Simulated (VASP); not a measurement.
A calculation with VASP 6.6.1 of Rb3Ba (native input, structure from a POSCAR):

The input INCAR:

```
ALGO = Fast
EDIFF = 1E-6
ENCUT = 550
GGA = PE
ISIF = 2
ISMEAR = 0
LASPH = True
LCHARG = False
LREAL = False
LWAVE = False
NBANDS = 26
NELM = 60
PREC = Accurate
SIGMA = 0.02
```

KPOINTS

```
k-points
0
Gamma
  6 6 6
```

Contents of POSCAR:

```
Rb3Ba
1.0
   -3.3714590000      3.3714590000      7.3713480000
    3.3714590000     -3.3714590000      7.3713480000
    3.3714590000      3.3714590000     -7.3713480000
Ba Rb
1 3
Cartesian
    0.0000000000      0.0000000000      0.0000000000
    0.0000000000      0.0000000000      7.3713480000
    3.3714590000      0.0000000000      3.6856740000
    0.0000000000      3.3714590000      3.6856740000
```

Potentials or basis: VASP PAW PBE potentials, release 64 (Ba_sv_GW, Rb_sv_GW).

The run is started by

```bash
$ cat potpaw_PBE.64/Ba_sv_GW/POTCAR potpaw_PBE.64/Rb_sv_GW/POTCAR > POTCAR
$ mpirun -np 1 vasp_std > vasp.out
```

The cell comes from a database or a generator and needn't be the stable form of this composition.

Task: Write the same calculation in another form: ASE script, structure typed inline.

Result: As run:

Contents of run.py:

```python
from ase import Atoms
from ase.calculators.vasp import Vasp
from ase.dft.bandgap import bandgap

atoms = Atoms(
    ['Ba', 'Rb', 'Rb', 'Rb'],
    cell=[[-3.371459, 3.371459, 7.371348], [3.371459, -3.371459, 7.371348], [3.371459, 3.371459, -7.371348]],
    scaled_positions=[[0.0, 0.0, 0.0], [0.5, 0.5, 0.0], [0.25, 0.75, 0.5], [0.75, 0.25, 0.5]],
    pbc=True,
)
calc = Vasp(
    directory='calc',
    xc='pbe',
    pp='PBE',
    setups='gw',
    prec='Accurate',
    encut=550,
    ediff=1e-06,
    ismear=0,
    sigma=0.02,
    lreal=False,
    lasph=True,
    nelm=80,
    algo='Fast',
    isif=2,
    lwave=False,
    lcharg=True,
    lelf=True,
    lvhar=True,
    kpts=[6, 6, 6],
    gamma=True,
)
atoms.calc = calc

print('energy (eV):', atoms.get_potential_energy())
print('free energy (eV):', atoms.get_potential_energy(force_consistent=True))
print('forces (eV/A):')
print(atoms.get_forces())
print('stress (eV/A^3, Voigt):', atoms.get_stress())
print('Fermi level (eV):', calc.get_fermi_level())
gap, top, bottom = bandgap(calc)
print('band gap (eV):', gap, 'from (spin, k, band)', top, 'to', bottom)
```

Potentials or basis: VASP PAW PBE potentials, release 64 (Ba_sv_GW, Rb_sv_GW).

The run is started by

```bash
$ python run.py
```

Both were run:

|  | native input, structure from a POSCAR | ASE script, structure typed inline |
| --- | --- | --- |
| Pressure | 0.0 GPa | 0.0 GPa |
| Band gap on the k mesh | none (metal or under the smearing width) | none (metal or under the smearing width) |

Keys that steer only the numerical path or the files written may differ.
